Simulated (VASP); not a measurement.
# MnCuAs: structure and properties in VASP

What structure does MnCuAs take at this level, and what are its properties? The steps: magnetic order: ferromagnetic, magnetic order: antiferromagnetic within the cell, magnetic order: antiferromagnetic, q = (0, 0, 1/2), magnetic order: antiferromagnetic, q = (1/2, 1/2, 1/2), magnetic order: antiferromagnetic, q = (1/2, 1/2, 0), the orders side by side, relaxing cell and atoms (PBEsol), second relaxation, single point with fields (PBEsol), band structure (PBEsol), total and projected DOS (PBEsol), vibrations at Γ (PBEsol) and bands along the symmetry lines (PBEsol), changed input. The start is a computed cell from the Materials Project.

Program: VASP 6.6.1. Level of theory: PBEsol, spin-polarised from a ferromagnetic start; plane waves and PAW (Mn_pv, Cu, As), in the first sound run; inputs show where later runs differ. Results are calculated unless marked as measured.

### Step 1. Set-up

The structure is tetragonal, space group P4/nmm (No. 129). Conventional cell: a = 3.699 Å, b = 3.699 Å, c = 6.408 Å, α = 90.00°, β = 90.00°, γ = 90.00°. Nearest to Mn lie 5 As at 2.49 to 2.64 Å and 4 Cu at 2.84 Å. Cu has 4 As at 2.56 Å and 4 Cu at 2.62 Å and 4 Mn at 2.84 Å nearest. Nearest to As lie 5 Mn at 2.49 to 2.64 Å and 4 Cu at 2.56 Å. Farther neighbours are not listed.

As a file:

```xyz
6
Lattice="3.6995 0.0000 0.0000 0.0000 3.6995 0.0000 0.0000 0.0000 6.4084" Properties=species:S:1:pos:R:3 pbc="T T T"
Mn    0.0000    1.8497    1.0511
Mn    1.8497    0.0000    5.3573
Cu    0.0000    0.0000    3.2042
Cu    1.8497    1.8497    3.2042
As    0.0000    1.8497    4.9745
As    1.8497    0.0000    1.4339
```

### Step 2. Magnetic order: ferromagnetic

The properties of a magnet depend on its order, so a few collinear patterns are compared first on the cell as listed, beginning with all moments parallel. PBEsol restores the gradient expansion of exchange and is tuned for the cells of solids.

File INCAR:

```
SYSTEM = MnCuAs
PREC = Accurate
ENCUT = 400
EDIFF = 1E-06
NELM = 100
ISMEAR = 1
SIGMA = 0.2
LREAL = .FALSE.
ALGO = Normal
GGA = PS
NBANDS = 44
ISPIN = 2
MAGMOM = 4 4 0.6 0.6 0 0
LASPH = .TRUE.
LMAXMIX = 4
LORBIT = 11
LWAVE = .FALSE.
LCHARG = .FALSE.
KPAR = 8
ISIF = 2
```

File POSCAR:

```
MnCuAs
1.0
    3.6994910000      0.0000000000      0.0000000000
    0.0000000000      3.6994910000      0.0000000000
    0.0000000000      0.0000000000      6.4084220000
Mn Cu As
2 2 2
Direct
    0.0000000000      0.5000000000      0.1640200000
    0.5000000000      0.0000000000      0.8359800000
    0.0000000000      0.0000000000      0.5000000000
    0.5000000000      0.5000000000      0.5000000000
    0.0000000000      0.5000000000      0.7762460000
    0.5000000000      0.0000000000      0.2237540000
```

File KPOINTS:

```
Automatic mesh
0
Gamma
6 6 4
0 0 0
```

PAW data sets: Mn_pv, Cu and As (PBE family, release 64).

On the command line:

```bash
mpirun -np 8 vasp_std
```

What it wrote:

```text
[banner, memory and clock lines left out]
running    8 mpi-ranks, on    1 nodes
 distrk:  each k-point on    1 cores,    8 groups
 distr:  one band on    1 cores,    1 groups

 POSCAR found type information on POSCAR MnCuAs
 POSCAR found :  3 types and       6 ions
|                                                                             |
|           W    W    AA    RRRRR   N    N  II  N    N   GGGG   !!!           |
|           W    W   A  A   R    R  NN   N  II  NN   N  G    G  !!!           |
|           W    W  A    A  R    R  N N  N  II  N N  N  G       !!!           |
|           W WW W  AAAAAA  RRRRR   N  N N  II  N  N N  G  GGG   !            |
|           WW  WW  A    A  R   R   N   NN  II  N   NN  G    G                |
|           W    W  A    A  R    R  N    N  II  N    N   GGGG   !!!           |
|                                                                             |
|     For optimal performance we recommend to set                             |
|       NCORE = 2 up to number-of-cores-per-socket                            |
|     NCORE specifies how many cores store one orbital (NPAR=cpu/NCORE).      |
|     This setting can greatly improve the performance of VASP for DFT.       |
|     The default, NCORE=1 might be grossly inefficient on modern             |
|     multi-core architectures or massively parallel machines. Do your        |
|     Unfortunately you need to use the default for GW and RPA                |
|     calculations (for HF NCORE is supported but not extensively tested      |
|     yet).                                                                   |
|                                                                             |

|                                                                             |
|               ----> ADVICE to this user running VASP <----                  |
|                                                                             |
|     You enforced a specific xc type in the INCAR file but a different       |
|     [... a line on the potential file left out ...]
|     I HOPE YOU KNOW WHAT YOU ARE DOING!                                     |
|                                                                             |

 LDA part: xc-table for (Slater+PW92), standard interpolation
 POSCAR, INCAR and KPOINTS ok, starting setup
 FFT: planning ... GRIDC
 FFT: planning ... GRID_SOFT
 FFT: planning ... GRID
 WAVECAR not read
 entering main loop
       N       E                     dE             d eps       ncg     rms          rms(c)
DAV:   1     0.513300275245E+03    0.51330E+03   -0.24212E+04  5864   0.145E+03
DAV:   2     0.510985542461E+01   -0.50819E+03   -0.48215E+03  5304   0.389E+02
DAV:   3    -0.406518251693E+02   -0.45762E+02   -0.41800E+02  5864   0.131E+02
DAV:   4    -0.424477977569E+02   -0.17960E+01   -0.17734E+01  6912   0.276E+01
DAV:   5    -0.425032880238E+02   -0.55490E-01   -0.55457E-01  6572   0.496E+00    0.203E+01
DAV:   6    -0.408444780590E+02    0.16588E+01   -0.44490E+01  6820   0.119E+02    0.142E+01
DAV:   7    -0.380488875517E+02    0.27956E+01   -0.10519E+01  7020   0.613E+01    0.434E+00
DAV:   8    -0.381168976957E+02   -0.68010E-01   -0.96486E-01  8144   0.833E+00    0.298E+00
DAV:   9    -0.380922135995E+02    0.24684E-01   -0.67178E-02  8196   0.517E+00    0.125E+00
DAV:  10    -0.380902254284E+02    0.19882E-02   -0.26266E-02  7712   0.323E+00    0.641E-01
DAV:  11    -0.380881872513E+02    0.20382E-02   -0.11998E-02  7804   0.310E+00    0.170E-01
DAV:  12    -0.380882356326E+02   -0.48381E-04   -0.20501E-03  7996   0.644E-01    0.597E-02
DAV:  13    -0.380882496441E+02   -0.14012E-04   -0.94980E-05  5964   0.731E-02    0.319E-02
DAV:  14    -0.380882502179E+02   -0.57383E-06   -0.50851E-06  6744   0.232E-02
   1 F= -.38088250E+02 E0= -.38086653E+02  d E =-.479309E-02  mag=     6.8714
```

The job ended after 10 s (8 MPI ranks of AMD EPYC 9R45, shared host; peak memory 2 GiB; 76 s of CPU time).

Lines that name or quote the potential files are left out of all logs, and their timing lines are given in words.

OUTCAR, selected parts (step 2):

```text
ion  position               nearest neighbor table
   1  0.000  0.500  0.164-   5 2.49   6 2.64   6 2.64   6 2.64   6 2.64   3 2.84   4 2.84   4 2.84
                             3 2.84
   2  0.500  0.000  0.836-   6 2.49   5 2.64   5 2.64   5 2.64   5 2.64   3 2.84   3 2.84   4 2.84
                             4 2.84
   3  0.000  0.000  0.500-   5 2.56   6 2.56   5 2.56   6 2.56   4 2.62   4 2.62   4 2.62   4 2.62
                             2 2.84   1 2.84   2 2.84   1 2.84
   4  0.500  0.500  0.500-   5 2.56   6 2.56   6 2.56   5 2.56   3 2.62   3 2.62   3 2.62   3 2.62
                             1 2.84   2 2.84   2 2.84   1 2.84
   5  0.000  0.500  0.776-   1 2.49   3 2.56   4 2.56   3 2.56   4 2.56   2 2.64   2 2.64   2 2.64
                             2 2.64
   6  0.500  0.000  0.224-   2 2.49   3 2.56   4 2.56   4 2.56   3 2.56   1 2.64   1 2.64   1 2.64
                             1 2.64

  LATTYP: Found a simple tetragonal cell.
 ALAT       =     3.6994910000
 C/A-ratio  =     1.7322442466

 Subroutine GETGRP returns: Found 16 space group operations
 (whereof  8 operations were pure point group operations)

The static configuration has the point symmetry D_2d.
 The point group associated with its full space group is D_4h.

 Found     30 irreducible k-points:

   k-points           NKPTS =     30   k-points in BZ     NKDIM =     30   number of bands    NBANDS=     44

   dimension x,y,z NGX =    24 NGY =   24 NGZ =   42
   dimension x,y,z NGXF=    48 NGYF=   48 NGZF=   84

   ENCUT  =  400.0 eV  29.40 Ry    5.42 a.u.   6.03  6.03 10.45*2*pi/ulx,y,z

   NELECT =      58.0000    total number of electrons

 k-points in reciprocal lattice and weights: Automatic mesh
   0.00000000  0.00000000  0.00000000       0.007
   0.16666667  0.00000000  0.00000000       0.028
   0.33333333  0.00000000  0.00000000       0.028
   0.50000000  0.00000000  0.00000000       0.014
   0.16666667  0.16666667  0.00000000       0.028
   0.33333333  0.16666667  0.00000000       0.056
   0.50000000  0.16666667  0.00000000       0.028
   0.33333333  0.33333333  0.00000000       0.028
   0.50000000  0.33333333  0.00000000       0.028
[...]
0.50000000  0.33333333  0.50000000       0.028
   0.50000000  0.50000000  0.50000000       0.007

 average (electrostatic) potential at core
       1 -66.7827       2 -66.7827       3 -63.9121       4 -63.9121       5 -47.1789
       6 -47.1789

 E-fermi :   7.7699

 spin component 1
 k-point     1 :       0.0000    0.0000    0.0000
  band No.  band energies     occupation
    ...
     27       5.4757      1.00000
     28       5.6666      1.00000
     29       5.6666      1.00000
     30       5.8751      1.00000
     31       5.8751      1.00000
     32       8.4783     -0.00000
     33       8.4783     -0.00000
     34       8.6343     -0.00000
     35       8.6755     -0.00000
     36      10.1925     -0.00000
    ...

 k-point     2 :       0.1667    0.0000    0.0000
  band No.  band energies     occupation
    ...
     28       5.5099      1.00000
     29       5.8658      1.00000
     30       5.9024      1.00000
     31       6.7553      1.00000
     32       7.0669      1.00000
     33       8.5092     -0.00000
     34       8.8718     -0.00000
     35      10.2121     -0.00000
     36      10.7052     -0.00000
     37      11.9351      0.00000
    ...

 k-point     3 :       0.3333    0.0000    0.0000
  band No.  band energies     occupation
    ...
     28       5.6160      1.00000
     29       5.8506      1.00000
     30       5.8852      1.00000
     31       6.6833      1.00000
     32       7.3498      1.00570
     33       8.2477     -0.00188
     34       9.6493     -0.00000
     35      11.0808     -0.00000
     36      11.2336     -0.00000
     37      12.0572      0.00000
    ...

 k-point     4 :       0.5000    0.0000    0.0000
  band No.  band energies     occupation
    ...
     28       5.7069      1.00000
     29       5.8453      1.00000
     30       5.8453      1.00000
     31       6.7511      1.00000
     32       6.7511      1.00000
     33       9.5778     -0.00000
     34       9.5778     -0.00000
     35      11.3835     -0.00000
     36      11.3835     -0.00000
     37      12.8285      0.00000
    ...

 k-point     5 :       0.1667    0.1667    0.0000
  band No.  band energies     occupation
    ...
     28       5.8639      1.00000
     29       5.9263      1.00000
     30       5.9646      1.00000
     31       6.1480      1.00000
     32       7.0479      1.00000
     33       7.9198      0.02401
     34       8.2648     -0.00130
     35      11.5081     -0.00000
     36      11.5126     -0.00000
     37      12.0689      0.00000
    ...

 k-point     6 :       0.3333    0.1667    0.0000
  band No.  band energies     occupation
    ...
     29       5.8568      1.00000
     30       5.9352      1.00000
     31       6.7037      1.00000
     32       6.9818      1.00000
     33       7.3919      1.01122
     34       8.1288     -0.01465
     35      11.4517     -0.00000
     36      11.5172     -0.00000
     37      12.6549      0.00000
     38      13.2250      0.00000
    ...

  Total       -3.8519488     -3.8519488     -3.8856764      0.0000000     -0.0000000      0.0000000
  in kB      -70.3648937    -70.3648937    -70.9810082      0.0000000     -0.0000000      0.0000000
  external PRESSURE =     -70.5702652 kB  Pullay stress =       0.0000000 kB

  energy-cutoff  :      400.00
  volume of cell :       87.71
      direct lattice vectors                 reciprocal lattice vectors
     3.699491000  0.000000000  0.000000000     0.270307456  0.000000000  0.000000000
     0.000000000  3.699491000  0.000000000     0.000000000  0.270307456  0.000000000
     0.000000000  0.000000000  6.408422000     0.000000000  0.000000000  0.156044655

 POSITION                                       TOTAL-FORCE (eV/Angst)
 -----------------------------------------------------------------------------------
      0.00000      1.84975      1.05111         0.000000     -0.000000     -0.048646
      1.84975      0.00000      5.35731         0.000000      0.000000      0.048646
      0.00000      0.00000      3.20421         0.000000      0.000000      0.000000
      1.84975      1.84975      3.20421         0.000000     -0.000000      0.000000
      0.00000      1.84975      4.97451         0.000000     -0.000000      0.052553
      1.84975      0.00000      1.43391         0.000000      0.000000     -0.052553
 -----------------------------------------------------------------------------------
    total drift:                                0.000000      0.000000      0.000000

  FREE ENERGIE OF THE ION-ELECTRON SYSTEM (eV)
  ---------------------------------------------------
  free  energy   TOTEN  =       -38.0882502179 eV

  energy  without entropy=      -38.0834571292  energy(sigma->0) =      -38.08665252

 total charge
# of ion       s       p       d       tot
------------------------------------------
    1        0.249   6.201   5.083  11.533
    2        0.249   6.201   5.083  11.533
    3        0.405   0.402   9.191   9.998
    4        0.405   0.402   9.191   9.998
    5        1.210   1.514   0.072   2.797
    6        1.210   1.514   0.072   2.797
--------------------------------------------------
tot          3.727  16.235  28.694  48.655

 magnetization (x)
# of ion       s       p       d       tot
------------------------------------------
    1        0.041   0.022   3.314   3.377
    2        0.041   0.022   3.314   3.377
    3       -0.012  -0.011   0.037   0.013
    4       -0.012  -0.011   0.037   0.013
    5        0.016  -0.066   0.003  -0.047
    6        0.016  -0.066   0.003  -0.047
--------------------------------------------------
tot          0.090  -0.110   6.706   6.686

[... 6 further parts left out ...]
```

The k-mesh is coarse for a metal. The PAW data sets were made with PBE, which is usual practice but a small mismatch for other functionals. At this level the cell is under a tension of 7.1 GPa, so at these settings it is away from equilibrium.

This step gave:

```yaml
scf_cycles: 14
electrons: 58
bands: 44
irreducible_k_points: 30
symmetry_operations: 16
free_energy_toten: -38.09 eV
energy_at_zero_smearing: -38.09 eV
fermi_energy: 7.770 eV
pressure: -7.057 GPa
moment_of_the_cell_from_the_last_line_of_the_log: 6.871 μB
metallic: yes
```

Spin moment in the PAW sphere by atom:

```
atom  spin moment in the PAW sphere (μB)
 Mn1                                3.38
 Mn2                                3.38
 Cu3                                0.01
 Cu4                                0.01
 As5                               -0.05
 As6                               -0.05
```

Force by atom:

| atom | x (eV/Å) | y (eV/Å) | z (eV/Å) | size |
| --- | --- | --- | --- | --- |
| Mn1 | 0.0000 | 0.0000 | -0.0486 | 0.0486 |
| Mn2 | 0.0000 | 0.0000 | 0.0486 | 0.0486 |
| Cu3 | 0.0000 | 0.0000 | 0.0000 | 0.0000 |
| Cu4 | 0.0000 | 0.0000 | 0.0000 | 0.0000 |
| As5 | 0.0000 | 0.0000 | 0.0526 | 0.0526 |
| As6 | 0.0000 | 0.0000 | -0.0526 | 0.0526 |

The run ends ferromagnetic with a largest moment of 3.38 μB, and the mesh shows no gap.

[end of part 1 of 8]

[Lines on the potential files, build, host, timing and source positions are cut from VASP's logs without a mark.]

[Logs are printed without paths, hosts, clocks, repeated set-up lines and the standing remarks that a program may print on its own settings, such as how far it seeks lower states.]

[Hosts, paths, dates, database ids (printed as entryN), source tags and the programs' standing remarks are cut or masked in the printed files.]

[A measured line is paired with the nearest computed mode of its activity, which favours agreement.]
